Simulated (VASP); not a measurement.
The system is Ge2Sb2Te5.

```
Te Sb Ge
1.0
     6.83914   -3.06601    0.00000
     6.83914    3.06601    0.00000
    -6.83098    0.00000    6.84761
Te Sb Ge
5 2 2
Direct
  0.59470 0.59470 0.38643
  0.79529 0.79529 0.19611
  0.00832 0.00832 0.00643
  0.20652 0.20652 0.80980
  0.39996 0.39996 0.59712
  0.90171 0.90171 0.58787
  0.11187 0.11187 0.41735
  0.28429 0.28429 0.18783
  0.49734 0.49734 0.01104
```

The cell comes from a database or a generator and needn't be the stable form of this composition.

```yaml
Program: VASP 6.6.1
Task: relaxation of cell and atoms
Functional: PBEsol
Potentials_or_basis: VASP PAW PBE potentials, release 64 (Te, Sb, Ge_d)
Cutoff: 600 eV
k_mesh: 4 × 4 × 4
Occupations: gaussian, width 0.02 eV
Spin: no spin polarisation
```

At the start: pressure -2.4 GPa; volume 31.91 Å³/atom.

Where does the relaxation end?

Over 37 steps the energy falls by 18.8 meV/atom and the volume is 30.06 Å³/atom (-5.8 %); space group Cm (No. 8, to 0.05 Å).

Step by step:
| step | energy change (eV) | largest force (eV/Å) | pressure (GPa) | volume (Å³) |
| --- | --- | --- | --- | --- |
| 1 | 0.0000 | 0.1434 | -2.43 | 287.17 |
| 2 | -0.0988 | 0.3719 | 1.06 | 267.49 |
| 3 | -0.1165 | 0.2528 | 0.02 | 272.74 |
| 4 | -0.1165 | 0.2467 | -0.06 | 273.03 |
| 5 | -0.1247 | 0.1833 | -0.06 | 272.32 |
| 6 | -0.1277 | 0.1211 | -0.05 | 271.55 |
| 7 | -0.1330 | 0.1032 | -0.01 | 271.04 |
| 8 | -0.1439 | 0.1128 | 0.07 | 269.51 |
| 9 | -0.1424 | 0.1467 | 0.33 | 266.43 |
| 10 | -0.1472 | 0.1269 | 0.19 | 268.12 |
| 11 | -0.1497 | 0.1277 | -0.06 | 268.91 |
| 12 | -0.1504 | 0.1292 | -0.16 | 269.40 |
| 13 | -0.1503 | 0.1341 | -0.36 | 270.36 |
| 14 | -0.1506 | 0.1315 | -0.22 | 269.78 |
| 15 | -0.1529 | 0.1204 | -0.18 | 269.58 |
| 16 | -0.1580 | 0.0890 | -0.05 | 268.98 |
| 17 | -0.1582 | 0.1193 | 0.23 | 267.78 |
| 18 | -0.1600 | 0.0904 | 0.07 | 268.41 |
| 19 | -0.1617 | 0.0871 | 0.03 | 268.79 |
| 20 | -0.1645 | 0.0754 | -0.05 | 269.93 |
| 21 | -0.1657 | 0.0539 | 0.05 | 269.72 |
| 22 | -0.1658 | 0.0530 | 0.04 | 269.74 |
| 23 | -0.1668 | 0.0465 | 0.03 | 270.00 |
| 24 | -0.1673 | 0.0492 | 0.03 | 270.25 |
| 25 | -0.1673 | 0.0527 | 0.03 | 270.35 |
| 26 | -0.1678 | 0.0391 | -0.07 | 270.82 |
| 27 | -0.1678 | 0.0382 | -0.06 | 270.85 |
| 28 | -0.1682 | 0.0258 | -0.01 | 270.65 |
| 29 | -0.1685 | 0.0206 | 0.03 | 270.47 |
| 30 | -0.1684 | 0.0304 | 0.10 | 270.11 |
| 31 | -0.1685 | 0.0222 | 0.03 | 270.36 |
| 32 | -0.1685 | 0.0227 | 0.06 | 270.32 |
| 33 | -0.1686 | 0.0236 | -0.01 | 270.61 |
| 34 | -0.1686 | 0.0237 | -0.01 | 270.61 |
| 35 | -0.1688 | 0.0147 | 0.00 | 270.58 |
| 36 | -0.1688 | 0.0108 | 0.00 | 270.56 |
| 37 | -0.1689 | 0.0091 | 0.00 | 270.56 |

Final structure:
```yaml
crystal:
  lattice:
    - [6.74389, -3.00433, -0.03942]
    - [6.74389, 3.00433, -0.03942]
    - [-6.77530, 0.00000, 6.71648]
  atoms:
    - { symbol: Te, position: [0.59439, 0.59439, 0.38211] }
    - { symbol: Te, position: [0.79985, 0.79985, 0.19004] }
    - { symbol: Te, position: [0.00541, 0.00541, 0.00015] }
    - { symbol: Te, position: [0.21330, 0.21330, 0.81590] }
    - { symbol: Te, position: [0.41075, 0.41075, 0.60233] }
    - { symbol: Sb, position: [0.89194, 0.89194, 0.58179] }
    - { symbol: Sb, position: [0.10920, 0.10920, 0.42602] }
    - { symbol: Ge, position: [0.28528, 0.28528, 0.20283] }
    - { symbol: Ge, position: [0.48987, 0.48987, 0.99883] }
```

Caveat: the PAW data sets were made with another functional, which shifts forces and pressure a little.
